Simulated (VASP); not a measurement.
Consider the following.

```xyz
3
Lattice="0.0000 2.6954 2.6954 2.6954 0.0000 2.6954 2.6954 2.6954 0.0000" Properties=species:S:1:pos:R:3 pbc="T T T"
Ce     0.0000     0.0000     0.0000
O      1.3477     1.3477     1.3477
O      4.0432     4.0432     4.0432
```

Computed with TPSS meta-GGA, VASP's PBE PAW potentials (set 64) (plane waves; VASP). Numerical set-up: 520 eV cut-off, 7×7×7 Γ-centred mesh, Gaussian smearing of 0.050 eV, potentials Ce O.

Predict the energy per atom (σ→0), pressure.

```
Quantity                        Result
---------------------  ---------------
energy per atom (σ→0)  -12.667 eV/atom
pressure                      6.11 GPa
```

Total energies compare only between runs with the same potentials, cut-off and functional.

The compound is CeO2 in the fluorite structure. This cell is one point of a volume scan, at 0.97 of the reference volume. The run is not spin-polarised, so no magnetic state was tried.
